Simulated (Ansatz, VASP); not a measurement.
# Ni16HO (OH/Ni(100)) in two plane-wave programs, part 2 of 3

Aim: how closely do two programs agree when they are given the same cell, functional and k mesh? Of the first pair: The structure shown is the start of the Ansatz relaxation below; VASP solves that cell, so the two are compared at the walk's first step.

VASP 6.6.1 and Ansatz 0.2.0.

So far: Starting point; Ansatz: relaxation, PBEsol.

## 3. VASP: single point, PBEsol, start cell, pair 1

Level of this step: PBEsol, spin-polarised from a ferromagnetic start; plane waves and PAW (Ni, O, H) (VASP).

The same cell, functional, mesh and smearing now go to VASP, with its own data sets.

Lines of VASP's logs that name or quote its potential files are left out, and so is its time.

INCAR

```
SYSTEM = Ni16HO
PREC = Accurate
ENCUT = 520
EDIFF = 1E-06
NELM = 200
ISMEAR = -1
SIGMA = 0.1
LREAL = .FALSE.
ALGO = Normal
GGA = PS
NBANDS = 119
ISPIN = 2
MAGMOM = 0.76 0.67 0.7 0.79 0.76 0.68 0.7 0.75 0.76 0.68 0.7 0.75 0.76 0.68 0.7 0.74 0.05 0
LASPH = .TRUE.
LMAXMIX = 4
LORBIT = 11
LWAVE = .FALSE.
LCHARG = .FALSE.
ISIF = 2
LDIPOL = .TRUE.
IDIPOL = 3
DIPOL = 0.5 0.5 0.465
LVHAR = .TRUE.
GGA_COMPAT = .FALSE.
NELMDL = -8
KPAR = 4
```

POSCAR

```
Ni16HO
1.0
    4.9780317396      0.0000000000      0.0000000000
    0.0000000000      4.9780317396      0.0000000000
    0.0000000000      0.0000000000     25.9899952269
Ni O H
16 1 1
Direct
    0.2499999870      0.2499999870      0.3462870971
    0.0000000000      0.0000000000      0.4140054627
    0.2499999870      0.2499999870      0.4800454518
    0.0000000000      0.0000000000      0.5429010231
    0.2499999870      0.7500000131      0.3462870971
    0.0000000000      0.5000000000      0.4140054627
    0.2499999870      0.7500000131      0.4800454518
    0.0000000000      0.5000000000      0.5429010231
    0.7500000131      0.2499999870      0.3462870971
    0.5000000000      0.0000000000      0.4140054627
    0.7500000131      0.2499999870      0.4800454518
    0.5000000000      0.0000000000      0.5429010231
    0.7500000131      0.7500000131      0.3462870971
    0.5000000000      0.5000000000      0.4140054627
    0.7500000131      0.7500000131      0.4800454518
    0.5000000000      0.5000000000      0.5429010231
    0.0000000000      0.0000000000      0.6160060770
    0.0000000000      0.0000000000      0.6537128942
```

KPOINTS

```
Automatic mesh
0
Gamma
6 6 1
0 0 0
```

Potentials, in the order of the species: Ni, O and H (PBE family, release 64).

Launch:

```console
$ mpirun -np 4 vasp_std
```

Numbers of over 12 decimals in the logs are rounded to 6 here.

Output:

```text
[banner, memory and clock lines left out]
running    4 mpi-ranks, on    1 nodes
 distrk:  each k-point on    1 cores,    4 groups
 distr:  one band on    1 cores,    1 groups

 POSCAR found type information on POSCAR NiO H
 POSCAR found :  3 types and      18 ions
|                                                                             |
|               ----> ADVICE to this user running VASP <----                  |
|                                                                             |
|     You have a (more or less) 'large supercell' and for larger cells it     |
|     might be more efficient to use real-space projection operators.         |
|     Therefore, try LREAL= Auto in the INCAR file.                           |
|     Mind: For very accurate calculation, you might also keep the            |
|     reciprocal projection scheme (i.e. LREAL=.FALSE.).                      |
|                                                                             |

|                                                                             |
|               ----> ADVICE to this user running VASP <----                  |
|                                                                             |
|     You enforced a specific xc type in the INCAR file but a different       |
|     [... a line on the potential file left out ...]
|     I HOPE YOU KNOW WHAT YOU ARE DOING!                                     |
|                                                                             |

 LDA part: xc-table for (Slater+PW92), standard interpolation
 POSCAR, INCAR and KPOINTS ok, starting setup
 FFT: planning ... GRIDC
 FFT: planning ... GRID_SOFT
 FFT: planning ... GRID
 WAVECAR not read
 entering main loop
       N       E                     dE             d eps       ncg     rms          rms(c)
DAV:   1     0.127072646613E+04    0.12707E+04   -0.70839E+04  4760   0.141E+03
DAV:   2     0.275968434298E+02   -0.12431E+04   -0.11707E+04  4760   0.326E+02
DAV:   3    -0.111125438534E+03   -0.13872E+03   -0.12246E+03  5555   0.139E+02
DAV:   4    -0.120562610196E+03   -0.94372E+01   -0.92789E+01  5312   0.347E+01
DAV:   5    -0.120739973373E+03   -0.17736E+00   -0.17731E+00  5247   0.431E+00
DAV:   6    -0.120754944623E+03   -0.14971E-01   -0.14971E-01  7154   0.835E-01
DAV:   7    -0.120755073483E+03   -0.12886E-03   -0.12886E-03  5747   0.855E-02
DAV:   8    -0.120755081281E+03   -0.77989E-05   -0.77989E-05  6834   0.162E-02    0.420E+01
DAV:   9    -0.127531930266E+03   -0.67768E+01   -0.17161E+02  5711   0.128E+02    0.570E+01
DAV:  10    -0.150906926111E+03   -0.23375E+02   -0.87511E+01  5844   0.158E+02    0.746E+01
DAV:  11    -0.124821011099E+03    0.26086E+02   -0.74389E+01  6851   0.979E+01    0.595E+01
DAV:  12    -0.120932120805E+03    0.38889E+01   -0.67697E+01  5765   0.747E+01    0.504E+01
DAV:  13    -0.110339990466E+03    0.10592E+02   -0.28593E+01  5615   0.626E+01    0.431E+01
DAV:  14    -0.102292889010E+03    0.80471E+01   -0.25524E+01  5536   0.650E+01    0.241E+01
[...]
DAV:  57    -0.100565016785E+03   -0.22175E-04   -0.93327E-08  3292   0.165E-03    0.170E-03
DAV:  58    -0.100565036226E+03   -0.19441E-04   -0.68806E-08  3234   0.116E-03    0.106E-03
DAV:  59    -0.100565048176E+03   -0.11951E-04   -0.45848E-08  3239   0.972E-04    0.696E-04
DAV:  60    -0.100565052274E+03   -0.40976E-05   -0.16656E-08  3207   0.571E-04    0.515E-04
DAV:  61    -0.100565055890E+03   -0.36164E-05   -0.10302E-08  3214   0.394E-04    0.361E-04
DAV:  62    -0.100565060246E+03   -0.43554E-05   -0.86710E-09  3205   0.291E-04    0.184E-04
DAV:  63    -0.100565061283E+03   -0.10378E-05   -0.17409E-09  3220   0.188E-04    0.104E-04
DAV:  64    -0.100565061618E+03   -0.33513E-06   -0.47760E-10  3055   0.124E-04
   1 F= -.10056506E+03 E0= -.10006167E+03  d E =-.100679E+01  mag=    11.0771
```

OUTCAR, selected parts (step 3):

```text
ion  position               nearest neighbor table
   1  0.250  0.250  0.346-   5 2.49   9 2.49   2 2.49   6 2.49  10 2.49  14 2.49   9 2.49   5 2.49

  LATTYP: Found a simple tetragonal cell.
 ALAT       =     4.9780317396
 C/A-ratio  =     5.2209380306

 Subroutine GETGRP returns: Found  8 space group operations
 (whereof  8 operations were pure point group operations)

The static configuration has the point symmetry C_4v.

 Found     10 irreducible k-points:

   k-points           NKPTS =     10   k-points in BZ     NKDIM =     10   number of bands    NBANDS=    119

   dimension x,y,z NGX =    40 NGY =   40 NGZ =  196
   dimension x,y,z NGXF=    80 NGYF=   80 NGZF=  392

   ENCUT  =  520.0 eV  38.22 Ry    6.18 a.u.   9.26  9.26 48.32*2*pi/ulx,y,z

   NELECT =     167.0000    total number of electrons

 k-points in reciprocal lattice and weights: Automatic mesh
   0.00000000  0.00000000  0.00000000       0.028
   0.16666667  0.00000000  0.00000000       0.111
   0.33333333  0.00000000  0.00000000       0.111
   0.50000000  0.00000000  0.00000000       0.056
   0.16666667  0.16666667  0.00000000       0.111
   0.33333333  0.16666667  0.00000000       0.222
   0.50000000  0.16666667  0.00000000       0.111
   0.33333333  0.33333333  0.00000000       0.111
   0.50000000  0.33333333  0.00000000       0.111
   0.50000000  0.50000000  0.00000000       0.028

 dipolmoment           0.000000      0.000000     -0.078142 electrons x Angstroem

 average (electrostatic) potential at core
       1 -91.5888       2 -91.9383       3 -92.0454       4 -92.0634       5 -91.5888
       6 -91.9347       7 -92.0454       8 -91.6591       9 -91.5888      10 -91.9347
      11 -92.0454      12 -91.6591      13 -91.5888      14 -91.9279      15 -92.0454
      16 -91.6250      17 -75.6485      18 -39.6783

 E-fermi :  -0.8456

 spin component 1
 k-point     1 :       0.0000    0.0000    0.0000
  band No.  band energies     occupation
    ...
     83      -1.3666      0.99457
     84      -1.3666      0.99457
     85      -1.2802      0.98720
     86      -1.1670      0.96135
     87      -1.0142      0.84359
     88      -0.3890      0.01029
     89      -0.3017      0.00432
     90      -0.1833      0.00133
     91      -0.1833      0.00133
     92      -0.1822      0.00131
    ...

 k-point     2 :       0.1667    0.0000    0.0000
  band No.  band energies     occupation
    ...
     85      -1.3411      0.99300
     86      -1.3035      0.98984
     87      -1.2664      0.98534
     88      -1.1514      0.95510
     89      -1.0030      0.82830
     90       0.0406      0.00014
     91       0.0933      0.00008
     92       0.1345      0.00006
     93       0.3281      0.00001
     94       0.4218      0.00000
    ...

 k-point     3 :       0.3333    0.0000    0.0000
  band No.  band energies     occupation
    ...
     85      -1.3925      0.99580
     86      -1.3774      0.99512
     87      -1.3397      0.99290
     88      -1.3328      0.99240
     89      -1.1258      0.94275
     90      -0.1003      0.00058
     91       0.5423      0.00000
     92       0.5713      0.00000
     93       0.8242      0.00000
     94       1.1390      0.00000
    ...

 k-point     4 :       0.5000    0.0000    0.0000
  band No.  band energies     occupation
    ...
     84      -1.4069      0.99636
     85      -1.4029      0.99621
     86      -1.3905      0.99571
     87      -1.3878      0.99560
     88      -1.3844      0.99545
     89      -0.7841      0.35074
     90      -0.5398      0.04487
     91       1.0311      0.00000
     92       1.0322      0.00000
     93       1.0559      0.00000
    ...

 k-point     5 :       0.1667    0.1667    0.0000
  band No.  band energies     occupation
    ...
     86      -1.2416      0.98128
     87      -1.2281      0.97865
     88      -0.9458      0.73138
     89      -0.9373      0.71427
     90      -0.8459      0.50068
     91      -0.8073      0.40535
     92       0.3267      0.00001
     93       0.7266      0.00000
     94       0.7920      0.00000
     95       0.9922      0.00000
    ...

 k-point     6 :       0.3333    0.1667    0.0000
  band No.  band energies     occupation
    ...
     85      -1.4609      0.99788
     86      -1.3755      0.99503
     87      -1.3564      0.99398
     88      -1.3082      0.99030
     89      -0.9155      0.66777
     90      -0.7790      0.33929
     91      -0.0894      0.00052
     92       0.0126      0.00019
     93       0.2123      0.00003
     94       1.0504      0.00000
    ...

  Total      -12.7016781    -12.7016781     -7.9431907      0.0000000      0.0000000      0.0000000
  in kB      -31.5973136    -31.5973136    -19.7598684      0.0000000      0.0000000      0.0000000
  external PRESSURE =     -27.6514985 kB  Pullay stress =       0.0000000 kB

  energy-cutoff  :      520.00
  volume of cell :      644.05
      direct lattice vectors                 reciprocal lattice vectors
     4.978031740  0.000000000  0.000000000     0.200882608  0.000000000  0.000000000
     0.000000000  4.978031740  0.000000000     0.000000000  0.200882608  0.000000000
     0.000000000  0.000000000 25.989995227     0.000000000  0.000000000  0.038476344

 POSITION                                       TOTAL-FORCE (eV/Angst)
 -----------------------------------------------------------------------------------
      1.24451      1.24451      9.00000         0.002939      0.002939      0.650061
      0.00000      0.00000     10.76000         0.000000      0.000000     -0.596690
      1.24451      1.24451     12.47638        -0.008292     -0.008292     -0.117559
      0.00000      0.00000     14.10999         0.000000     -0.000000      1.955781
      1.24451      3.73352      9.00000         0.002939     -0.002939      0.650061
      0.00000      2.48902     10.76000         0.000000      0.000000     -0.632746
      1.24451      3.73352     12.47638        -0.008292      0.008292     -0.117559
      0.00000      2.48902     14.10999         0.000000      0.000000      0.123597
      3.73352      1.24451      9.00000        -0.002939      0.002939      0.650061
      2.48902      0.00000     10.76000         0.000000     -0.000000     -0.632746
      3.73352      1.24451     12.47638         0.008292     -0.008292     -0.117559
      2.48902      0.00000     14.10999         0.000000      0.000000      0.123597
      3.73352      3.73352      9.00000        -0.002939     -0.002939      0.650061
      2.48902      2.48902     10.76000         0.000000      0.000000     -0.641765
      3.73352      3.73352     12.47638         0.008292      0.008292     -0.117559
      2.48902      2.48902     14.10999         0.000000      0.000000     -0.140383
      0.00000      0.00000     16.01000         0.000000     -0.000000     -1.128801
      0.00000      0.00000     16.99000         0.000000      0.000000     -0.559852
 -----------------------------------------------------------------------------------
    total drift:                                0.000000      0.000000     -0.000249

  FREE ENERGIE OF THE ION-ELECTRON SYSTEM (eV)
  ---------------------------------------------------
  free  energy   TOTEN  =      -100.5650616185 eV

  energy  without entropy=      -99.5582740103  energy(sigma->0) =     -100.06166781

 vacuum level on the upper side and lower side of the slab         3.581         4.151

 total charge
# of ion       s       p       d       tot
------------------------------------------
    1        0.472   0.339   8.312   9.123
    2        0.501   0.510   8.315   9.325
    3        0.519   0.550   8.324   9.393
    4        0.479   0.494   8.288   9.262
    5        0.472   0.339   8.312   9.123
    6        0.502   0.509   8.315   9.326
    7        0.519   0.550   8.324   9.393
    8        0.470   0.358   8.347   9.175
    9        0.472   0.339   8.312   9.123
   10        0.502   0.509   8.315   9.326
   11        0.519   0.550   8.324   9.393
   12        0.470   0.358   8.347   9.175
   13        0.472   0.339   8.312   9.123
   14        0.502   0.510   8.316   9.327
   15        0.519   0.550   8.324   9.393
   16        0.496   0.362   8.346   9.204
   17        1.540   3.469   0.000   5.009
   18        0.592   0.117   0.000   0.709
--------------------------------------------------
tot         10.017  10.753 133.133 153.904

 magnetization (x)
# of ion       s       p       d       tot
------------------------------------------
    1       -0.002  -0.016   0.743   0.725
    2       -0.007  -0.023   0.663   0.633
    3       -0.007  -0.024   0.691   0.660
    4       -0.007  -0.013   0.839   0.819
    5       -0.002  -0.016   0.743   0.725
    6       -0.007  -0.024   0.671   0.640
    7       -0.007  -0.024   0.691   0.660
    8       -0.002  -0.015   0.752   0.735
    9       -0.002  -0.016   0.743   0.725
   10       -0.007  -0.024   0.671   0.640
   11       -0.007  -0.024   0.691   0.660
   12       -0.002  -0.015   0.752   0.735
   13       -0.002  -0.016   0.743   0.725
   14       -0.007  -0.024   0.665   0.634
   15       -0.007  -0.024   0.691   0.660
   16       -0.001  -0.018   0.728   0.709
   17        0.007   0.098   0.000   0.105
   18        0.005   0.001   0.000   0.006
--------------------------------------------------
tot         -0.062  -0.219  11.478  11.197

[... 6 further parts left out ...]
```

## 4. Differences

Known differences besides the potentials themselves: VASP starts from the moments at which Ansatz ended; the data sets hold 295 valence electrons in Ansatz (on its default PAW (the set named soft_2) files) and 167 in VASP; the cutoff is 420 eV in Ansatz and 520 eV in VASP; Ansatz makes its cores anew for this functional, VASP keeps those of its PBE data sets. Total energies have different zeros and are not compared.

Forces on 7 of the 18 atoms, those with the largest forces and the largest differences (eV/Å; atoms numbered as in POSCAR):

| atom | Ansatz x, y, z | VASP x, y, z |
| --- | --- | --- |
| Ni1 | 0.004, 0.004, 0.664 | 0.003, 0.003, 0.650 |
| Ni4 | 0.000, 0.000, 1.988 | 0.000, 0.000, 1.956 |
| Ni5 | 0.004, -0.004, 0.664 | 0.003, -0.003, 0.650 |
| Ni9 | -0.004, 0.004, 0.664 | -0.003, 0.003, 0.650 |
| Ni13 | -0.004, -0.004, 0.664 | -0.003, -0.003, 0.650 |
| O17 | 0.000, 0.000, -1.025 | 0.000, 0.000, -1.129 |
| H18 | 0.000, 0.000, -0.678 | 0.000, 0.000, -0.560 |

The forces differ by 23 meV/Å r.m.s., which is 5.7 % of the r.m.s. force of 0.403 eV/Å (both taken over all components). Moments aren't recorded for both runs of this pair, so they may hold unlike magnetic states. Where the cell holds vacuum, a pressure given here is an average over it and none of the material.

## 5. Ansatz: relaxation, PBEsol

This run makes the geometry at which the two programs are then compared.

The structure compared here is the end of the Ansatz relaxation.

This is the run of step 2 again, met here at its other cell.

[end of part 2 of 3]

[Lines on the potential files, build, host, timing and source positions are cut from VASP's logs without a mark.]

[Logs are printed without paths, hosts, clocks, repeated set-up lines and the standing remarks that a program may print on its own settings, such as how far it seeks lower states.]

[Hosts, paths, dates, database ids (printed as entryN), source tags and the programs' standing remarks are cut or masked in the printed files.]
